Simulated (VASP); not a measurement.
Crystal: Sb2Se5.

```
Sb Se
1.0
     4.00000    0.00000    0.00000
    -2.00000    3.46410    0.00000
     0.00000    0.00000   13.85000
Sb Se
2 5
Direct
  0.66667 0.33333 0.86000
  0.33333 0.66667 0.14000
  0.00000 0.00000 0.41400
  0.00000 0.00000 0.58600
  0.33333 0.66667 0.74000
  0.66667 0.33333 0.26000
  0.00000 0.00000 0.00000
```

The cell was built by a generator and needn't be a form met in nature.

| Item | Value |
| --- | --- |
| Program | VASP 6.6.1 |
| Task | relaxation of cell and atoms |
| Functional | PBE |
| Potentials or basis | VASP PAW PBE potentials, release 64 (Sb, Se) |
| Cutoff | 520 eV |
| k mesh | 4 × 4 × 1 |
| Occupations | gaussian, width 0.15 eV |
| Spin | no spin polarisation |

At the start: pressure -0.9 GPa; volume 27.42 Å³/atom.

**Question.** How do energy, volume and symmetry change on relaxing?

**Answer.** Over 22 steps the energy falls by 61.0 meV/atom and the volume is 30.06 Å³/atom (+9.6 %); space group P-3m1 (No. 164, to 0.05 Å).

The path:
```csv
step,energy change (eV),largest force (eV/Å),pressure (GPa),volume (Å³)
1,0.0000,1.9261,-0.93,191.91
2,-0.0966,1.4102,2.78,187.46
3,-0.1675,0.3084,1.15,189.06
4,-0.2103,0.3873,0.29,193.56
5,-0.2192,0.4873,-0.27,197.50
6,-0.2512,0.4507,-0.90,199.55
7,-0.2606,0.5617,-1.36,201.27
8,-0.2817,0.5103,-1.11,200.85
9,-0.3226,0.4855,-0.27,199.56
10,-0.2748,1.0890,1.84,196.86
11,-0.3286,0.6181,0.20,198.96
12,-0.3431,0.5238,0.33,199.12
13,-0.3643,0.6422,0.60,199.59
14,-0.3767,0.4334,0.36,200.38
15,-0.3884,0.3324,-0.23,202.23
16,-0.3932,0.3017,-0.16,202.31
17,-0.4045,0.2296,0.02,202.53
18,-0.4135,0.2498,0.38,202.97
19,-0.4213,0.0779,0.44,204.90
20,-0.4223,0.2246,0.43,206.15
21,-0.4264,0.0971,0.12,208.25
22,-0.4268,0.0435,-0.21,210.40
```

Final structure:
```
Sb Se
1.0
     4.02788    0.00000    0.00000
    -2.01394    3.48825    0.00000
     0.00000    0.00000   14.97501
Sb Se
2 5
Direct
  0.66667 0.33333 0.87244
  0.33333 0.66667 0.12756
  0.00000 0.00000 0.42665
  0.00000 0.00000 0.57335
  0.33333 0.66667 0.76777
  0.66667 0.33333 0.23223
  0.00000 0.00000 0.00000
```

Caveat: the k mesh is coarse (spacing up to 0.45 Å⁻¹), so the values aren't converged; this functional lacks dispersion, which binds the layers, so the pressure and a relaxed spacing across them are unreliable.
